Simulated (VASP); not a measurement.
These are r2SCAN meta-GGA, VASP's PBE PAW potentials (set 64) (plane waves; VASP) values and carry that method's errors.

The input files of a VASP run:

INCAR:
```
SYSTEM = Al2Cu
PREC = Accurate
ENCUT = 400
EDIFF = 1E-7
NELM = 100
ALGO = Normal
LREAL = .FALSE.
LASPH = .TRUE.
ISMEAR = -5
METAGGA = R2SCAN
LMIXTAU = .TRUE.
LMAXMIX = 4
LWAVE = .FALSE.
LCHARG = .FALSE.
LORBIT = 11
NEDOS = 601
ISIF = 2
LEFG = .TRUE.
```

File KPOINTS_OPT:
```
k-points along high-symmetry lines
7
Line-mode
Reciprocal
  0.000000   0.000000   0.000000 ! GAMMA
  0.000000   0.000000   0.500000 ! X

  0.000000   0.000000   0.500000 ! X
 -0.500000   0.500000   0.500000 ! M

 -0.500000   0.500000   0.500000 ! M
  0.000000   0.000000   0.000000 ! GAMMA

  0.000000   0.000000   0.000000 ! GAMMA
  0.411860   0.411860  -0.411860 ! Z

 -0.411860   0.588140   0.411860 ! Z_0
 -0.500000   0.500000   0.500000 ! M

  0.000000   0.000000   0.500000 ! X
  0.250000   0.250000   0.250000 ! P

  0.250000   0.250000   0.250000 ! P
  0.000000   0.500000   0.000000 ! N

  0.000000   0.500000   0.000000 ! N
  0.000000   0.000000   0.000000 ! GAMMA
```

### KPOINTS
```
Regular mesh
0
gamma
  9 9 9
```

POSCAR:
```
Al2Cu
3.0075520
 -0.9999999352   0.9999999352   0.7916882440
  0.9999999352  -0.9999999352   0.7916882440
  0.9999999352   0.9999999352  -0.7916882440
Al Cu
4 2
Direct
  0.6582941292   0.1582941292   0.8165882584
  0.1582941292   0.3417058708   0.5000000000
  0.8417058708   0.6582941292   0.5000000000
  0.3417058708   0.8417058708   0.1834117416
  0.7500000000   0.7500000000   1.0000000000
  0.2500000000   0.2500000000   1.0000000000
```

POTCAR, in this order: Al Cu (PBE.64 set). Program: vasp_std.

What VASP printed:

**OSZICAR**
```
       N       E                     dE             d eps       ncg     rms          rms(c)
DAV:   1     0.150904783922E+03    0.15090E+03   -0.12336E+04  3150   0.155E+03
DAV:   2    -0.467079261407E+02   -0.19761E+03   -0.19129E+03  3150   0.324E+02
DAV:   3    -0.572439115603E+02   -0.10536E+02   -0.10113E+02  4163   0.100E+02
DAV:   4    -0.575331521289E+02   -0.28924E+00   -0.28817E+00  4754   0.146E+01
DAV:   5    -0.575395272950E+02   -0.63752E-02   -0.63850E-02  4541   0.196E+00    0.201E+01
DAV:   6    -0.570557407158E+02    0.48379E+00   -0.13471E+02  3805   0.317E+02    0.169E+01
DAV:   7    -0.498108305667E+02    0.72449E+01   -0.28935E+01  3982   0.133E+02    0.392E+00
DAV:   8    -0.495917970758E+02    0.21903E+00   -0.49253E+00  4927   0.487E+01    0.240E+00
DAV:   9    -0.495238996983E+02    0.67897E-01   -0.33123E-01  5028   0.111E+01    0.152E+00
DAV:  10    -0.495612408711E+02   -0.37341E-01   -0.35523E-02  5003   0.291E+00    0.111E+00
DAV:  11    -0.495355058893E+02    0.25735E-01   -0.40755E-02  5037   0.507E+00    0.411E-01
DAV:  12    -0.495418104475E+02   -0.63046E-02   -0.21373E-02  4926   0.316E+00    0.115E-01
DAV:  13    -0.495419155336E+02   -0.10509E-03   -0.70827E-04  3875   0.293E-01    0.378E-02
DAV:  14    -0.495419227720E+02   -0.72385E-05   -0.38299E-05  4579   0.593E-02    0.157E-02
DAV:  15    -0.495418837936E+02    0.38978E-04   -0.19101E-05  4242   0.567E-02    0.574E-03
DAV:  16    -0.495418952677E+02   -0.11474E-04   -0.43358E-06  4927   0.333E-02    0.645E-03
DAV:  17    -0.495418961260E+02   -0.85838E-06   -0.41414E-07  3663   0.106E-02    0.462E-03
DAV:  18    -0.495418980309E+02   -0.19049E-05   -0.11432E-07  2149   0.936E-03    0.288E-03
DAV:  19    -0.495418980343E+02   -0.33783E-08   -0.28304E-07  2827   0.123E-02
   1 F= -.49541898E+02 E0= -.49541898E+02  d E =0.000000E+00
       N       E                     dE             ncg
```

OUTCAR:
```
------------------------ aborting loop because EDIFF is reached ----------------------------------------
  FORCE on cell =-STRESS in cart. coord.  units (eV):
  Direction    XX          YY          ZZ          XY          YZ          ZX
  --------------------------------------------------------------------------------------
  Total       -0.2665361     -0.2665361      0.1129674      0.0000000      0.0000000      0.0000000
  in kB       -4.9569327     -4.9569327      2.1009235      0.0000000      0.0000000      0.0000000
  external PRESSURE =      -2.6043140 kB  Pullay stress =       0.0000000 kB
  volume of cell :       86.15
      direct lattice vectors                 reciprocal lattice vectors
    -3.007551805  3.007551805  2.381043562     0.000000000  0.166248175  0.209991958
     3.007551805 -3.007551805  2.381043562     0.166248175  0.000000000  0.209991958
     3.007551805  3.007551805 -2.381043562     0.166248175  0.166248175  0.000000000
 POSITION                                       TOTAL-FORCE (eV/Angst)
 -----------------------------------------------------------------------------------
      0.95216      3.95971      0.00000         0.039216      0.039216     -0.000000
      2.05540      0.95216      0.00000        -0.039216      0.039216     -0.000000
      0.95216      2.05540      2.38104         0.039216     -0.039216     -0.000000
      2.05540     -0.95216      2.38104        -0.039216     -0.039216      0.000000
      0.00000      0.00000      3.57157        -0.000000     -0.000000     -0.000000
      0.00000      0.00000      1.19052        -0.000000     -0.000000     -0.000000
 -----------------------------------------------------------------------------------
    total drift:                               -0.000000      0.000000     -0.000000
  FREE ENERGIE OF THE ION-ELECTRON SYSTEM (eV)
  ---------------------------------------------------
  free  energy   TOTEN  =       -49.5418980343 eV

  energy  without entropy=      -49.5418980343  energy(sigma->0) =      -49.54189803

 total charge

# of ion       s       p       d       tot
------------------------------------------
    1        0.407   0.366   0.000   0.773
    2        0.407   0.366   0.000   0.773
    3        0.407   0.366   0.000   0.773
    4        0.407   0.366   0.000   0.773
    5        0.519   0.594   9.127  10.241
    6        0.519   0.594   9.127  10.241
--------------------------------------------------
tot          2.667   2.650  18.255  23.572

 Electric field gradients after diagonalization (V/A^2)
 (convention: |V_zz| > |V_xx| > |V_yy|)
----------------------------------------------------------------------
 ion       V_xx      V_yy      V_zz     asymmetry (V_yy - V_xx)/ V_zz
----------------------------------------------------------------------
   1       5.018     3.221    -8.239       0.218
   2       5.017     3.222    -8.239       0.218
   3       5.017     3.222    -8.239       0.218
   4       5.018     3.221    -8.239       0.218
   5      17.509    17.487   -34.996       0.001
   6      17.509    17.487   -34.996       0.001
```
(Selected blocks of OUTCAR.)

**OUTCAR**
```
 val. band max:        8.5077034482   @ k =   0.2222   0.2222   0.2222

 cond. band min:       8.1606635167   @ k =   0.2222   0.2222   0.1111


 Fermi energy:         8.3586023930

 k-point     1 :       0.0000    0.0000    0.0000
  band No.  band energies     occupation
      1      -3.3314      2.00000
      2       2.6102      2.00000
      3       2.8468      2.00000
      4       2.8470      2.00000
      5       2.8520      2.00000
      6       3.8198      2.00000
      7       3.9825      2.00000
      8       4.3336      2.00000
      9       4.6666      2.00000
     10       4.9474      2.00000
     11       4.9477      2.00000
     12       5.0126      2.00000
     13       5.0126      2.00000
     14       6.0834      2.00000
     15       6.9328      2.00000
     16       7.0055      2.00000
     17       7.0055      2.00000
     18       7.3513      2.00000
     19       8.2496      1.23204
     20       8.3981      0.00000
     21      10.1703      0.00000

 k-point     2 :       0.1111    0.0000   -0.0000
  band No.  band energies     occupation
      1      -3.1898      2.00000
      2       2.5914      2.00000
      3       2.8122      2.00000
      4       2.8362      2.00000
      5       2.8812      2.00000
      6       3.7921      2.00000
      7       3.9028      2.00000
      8       4.3022      2.00000
      9       4.5191      2.00000
     10       4.5413      2.00000
     11       4.6038      2.00000
     12       5.1067      2.00000
     13       5.2759      2.00000
     14       5.9932      2.00000
     15       6.5976      2.00000
     16       6.6330      2.00000
     17       6.7247      2.00000
     18       7.3283      2.00031
     19       8.0514      1.25386
     20       9.5616      0.00000
     21      10.6561      0.00000

 k-point     3 :       0.2222    0.0000    0.0000
  band No.  band energies     occupation
      1      -2.7673      2.00000
      2       2.4859      2.00000
      3       2.5546      2.00000
...
```

For a metal the tetrahedron method with Blöchl corrections gives inexact stress and forces.

The compound is Al2Cu in the sg140 structure. It was relaxed first.
